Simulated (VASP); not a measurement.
Computed with optB88-vdW, VASP's PBE PAW potentials (set 64) (plane waves; VASP 6.6.1).

Input for VASP

**KPOINTS**
```
Automatic mesh
0
Gamma
4 4 4
0 0 0
```

**POSCAR**
```
CsPbBr3
1
    5.8473348042     0.0000000000    -0.0000000000
   -0.0000000000     5.8473348042    -0.0000000000
    0.0000000000     0.0000000000     5.8473348042
Cs Pb Br
1 1 3
Direct
  0.0000000000   0.0000000000   0.0000000000
  0.5000000000   0.5000000000   0.5000000000
  0.5000000000   0.0000000000   0.5000000000
  0.0000000000   0.5000000000   0.5000000000
  0.5000000000   0.5000000000   0.0000000000
```

### INCAR
```
AGGAC = 0.0
ALGO = Normal
EDIFF = 1E-6
EDIFFG = -0.02
ENCUT = 520
GGA = BO
IBRION = 2
ISIF = 3
ISMEAR = 0
LASPH = T
LCHARG = F
LMAXMIX = 4
LREAL = F
LUSE_VDW = T
LWAVE = F
NELM = 100
NSW = 60
PARAM1 = 0.1833333333
PARAM2 = 0.22
PREC = Accurate
SIGMA = 0.05
SYSTEM = CsPbBr3
```

POTCAR, in this order: Cs_sv Pb_d Br (PBE.64 set). Program: vasp_std.

What VASP printed:

### OSZICAR
```
       N       E                     dE             d eps       ncg     rms          rms(c)
DAV:   1     0.418053772147E+03    0.41805E+03   -0.18748E+04   520   0.151E+03
DAV:   2     0.433940914772E+02   -0.37466E+03   -0.36500E+03   636   0.334E+02
DAV:   3    -0.337662748883E+01   -0.46771E+02   -0.46151E+02   622   0.130E+02
DAV:   4    -0.528011690661E+01   -0.19035E+01   -0.18941E+01   656   0.330E+01
DAV:   5    -0.533657064438E+01   -0.56454E-01   -0.56390E-01   672   0.471E+00    0.423E+00
DAV:   6    -0.475596307798E+01    0.58061E+00   -0.11234E+00   744   0.104E+01    0.237E+00
DAV:   7    -0.470647995902E+01    0.49483E-01   -0.55559E-01   778   0.421E+00    0.969E-01
DAV:   8    -0.471229721556E+01   -0.58173E-02   -0.63438E-02   682   0.217E+00    0.204E-01
DAV:   9    -0.471157180920E+01    0.72541E-03   -0.11223E-02   734   0.834E-01    0.935E-02
DAV:  10    -0.471182529432E+01   -0.25349E-03   -0.10450E-03   594   0.212E-01    0.370E-02
DAV:  11    -0.471187971456E+01   -0.54420E-04   -0.10417E-04   678   0.897E-02    0.826E-03
DAV:  12    -0.471188183725E+01   -0.21227E-05   -0.16145E-05   698   0.494E-02    0.253E-03
DAV:  13    -0.471188190402E+01   -0.66770E-07   -0.11310E-06   512   0.895E-03
   1 F= -.47118819E+01 E0= -.47118819E+01  d E =-.471188E+01
       N       E                     dE             d eps       ncg     rms          rms(c)
DAV:   1    -0.517713839843E+01   -0.46526E+00   -0.12127E+01   692   0.381E+01    0.334E+00
DAV:   2    -0.480682024001E+01    0.37032E+00   -0.74622E-01   636   0.860E+00    0.125E+00
DAV:   3    -0.473846984659E+01    0.68350E-01   -0.29353E-01   650   0.513E+00    0.390E-01
DAV:   4    -0.473773648745E+01    0.73336E-03   -0.57440E-03   604   0.502E-01    0.239E-01
DAV:   5    -0.473734704267E+01    0.38944E-03   -0.16220E-03   636   0.376E-01    0.564E-02
DAV:   6    -0.473733604951E+01    0.10993E-04   -0.19018E-04   600   0.151E-01    0.120E-02
DAV:   7    -0.473733485320E+01    0.11963E-05   -0.14874E-05   748   0.356E-02    0.529E-03
DAV:   8    -0.473733616705E+01   -0.13139E-05   -0.11358E-06   432   0.901E-03    0.102E-03
DAV:   9    -0.473733631746E+01   -0.15040E-06   -0.30949E-07   286   0.744E-03
   2 F= -.47373363E+01 E0= -.47373363E+01  d E =-.254544E-01
       N       E                     dE             d eps       ncg     rms          rms(c)
DAV:   1    -0.474830022448E+01   -0.10964E-01   -0.28471E-01   684   0.560E+00    0.522E-01
DAV:   2    -0.473939721422E+01    0.89030E-02   -0.18023E-02   662   0.135E+00    0.192E-01
DAV:   3    -0.473779337048E+01    0.16038E-02   -0.67333E-03   652   0.778E-01    0.565E-02
DAV:   4    -0.473776956119E+01    0.23809E-04   -0.14445E-04   654   0.798E-02    0.324E-02
DAV:   5    -0.473775798808E+01    0.11573E-04   -0.32945E-05   638   0.532E-02    0.804E-03
DAV:   6    -0.473775730232E+01    0.68576E-06   -0.33587E-06   512   0.205E-02
   3 F= -.47377573E+01 E0= -.47377573E+01  d E =-.258754E-01
```

File OUTCAR:
```
------------------------ aborting loop because EDIFF is reached ----------------------------------------
  FORCE on cell =-STRESS in cart. coord.  units (eV):
  Direction    XX          YY          ZZ          XY          YZ          ZX
  --------------------------------------------------------------------------------------
  Total        0.0025791      0.0025791      0.0025791     -0.0000000      0.0000000     -0.0000000
  in kB        0.0198197      0.0198197      0.0198197     -0.0000000      0.0000000     -0.0000000
  external PRESSURE =       0.0198197 kB  Pullay stress =       0.0000000 kB
  volume of cell :      208.49
      direct lattice vectors                 reciprocal lattice vectors
     5.929627852 -0.000000000 -0.000000000     0.168644648 -0.000000000 -0.000000000
     0.000000000  5.929627852 -0.000000000     0.000000000  0.168644648 -0.000000000
     0.000000000  0.000000000  5.929627852     0.000000000  0.000000000  0.168644648
 POSITION                                       TOTAL-FORCE (eV/Angst)
 -----------------------------------------------------------------------------------
      0.00000      0.00000      0.00000         0.000000     -0.000000      0.000000
      2.96481      2.96481      2.96481        -0.000000      0.000000      0.000000
      2.96481      0.00000      2.96481         0.000000     -0.000000      0.000000
      0.00000      2.96481      2.96481         0.000000     -0.000000      0.000000
      2.96481      2.96481     -0.00000         0.000000     -0.000000      0.000000
 -----------------------------------------------------------------------------------
    total drift:                                0.000000     -0.000000     -0.000000
  FREE ENERGIE OF THE ION-ELECTRON SYSTEM (eV)
  ---------------------------------------------------
  free  energy   TOTEN  =        -4.7377573023 eV

  energy  without entropy=       -4.7377573023  energy(sigma->0) =       -4.73775730

 reached required accuracy - stopping structural energy minimisation
```
(Selected blocks of OUTCAR.)

CONTCAR:
```
CsPbBr3
   1.00000000000000
     5.9296278520477319   -0.0000000000000000   -0.0000000000000000
     0.0000000000000000    5.9296278520477319   -0.0000000000000000
     0.0000000000000000    0.0000000000000000    5.9296278520477319
  Cs              Pb              Br
     1     1     3
Direct
     0.0000000000000000    0.0000000000000000    0.0000000000000000
     0.5000000000000000    0.5000000000000000    0.5000000000000000
     0.5000000000000000    0.0000000000000000    0.5000000000000000
     0.0000000000000000    0.5000000000000000    0.5000000000000000
     0.5000000000000000    0.5000000000000000    0.0000000000000000
```

File OUTCAR:
```
 val. band max:        0.7312811097   @ k =   0.5000   0.5000   0.5000

 cond. band min:       2.4249776685   @ k =   0.5000   0.5000   0.5000


 Fermi energy:         0.9933622364

 k-point     1 :       0.0000    0.0000    0.0000
  band No.  band energies     occupation
      1     -20.5754      2.00000
      2     -15.9976      2.00000
      3     -15.9976      2.00000
      4     -15.8612      2.00000
      5     -15.8612      2.00000
      6     -15.8612      2.00000
      7     -13.7980      2.00000
      8     -13.1564      2.00000
      9     -13.1564      2.00000
     10      -7.3376      2.00000
     11      -7.3376      2.00000
     12      -7.3376      2.00000
     13      -6.2283      2.00000
     14      -3.2560      2.00000
     15      -3.2560      2.00000
     16      -3.2560      2.00000
     17      -1.1680      2.00000
     18      -1.1680      2.00000
     19      -1.1680      2.00000
     20      -1.0595      2.00000
     21      -1.0595      2.00000
     22      -1.0595      2.00000
     23       3.7756      0.00000
     24       4.9319      0.00000
     25       4.9319      0.00000
     26       5.7838      0.00000

 k-point     2 :       0.2500    0.0000    0.0000
  band No.  band energies     occupation
      1     -20.5749      2.00000
      2     -15.9975      2.00000
      3     -15.9714      2.00000
      4     -15.8616      2.00000
      5     -15.8616      2.00000
      6     -15.8612      2.00000
      7     -13.7349      2.00000
      8     -13.2661      2.00000
      9     -13.1555      2.00000
     10      -7.3334      2.00000
     11      -7.3322      2.00000
     12      -7.3322      2.00000
     13      -6.6144      2.00000
     14      -3.2113      2.00000
     15      -3.2113      2.00000
     16      -2.3857      2.00000
     17      -1.2332      2.00000
     18      -1.2321      2.00000
     19      -1.2321      2.00000
     20      -1.1154      2.00000
     21      -1.1154      2.00000
     22      -1.0535      2.00000
...
```

Energy and stress use the plane-wave basis of the starting cell. Unless said otherwise, spin-orbit coupling is left out, though it shifts the bands of the heavy elements here.

The compound is CsPbBr3 in the cubic perovskite structure, the ideal cubic form; the compound distorts at low or room temperature. This run relaxes it. Symmetry was kept, so distortions that lower it aren't found. The start is the result of an earlier pass.
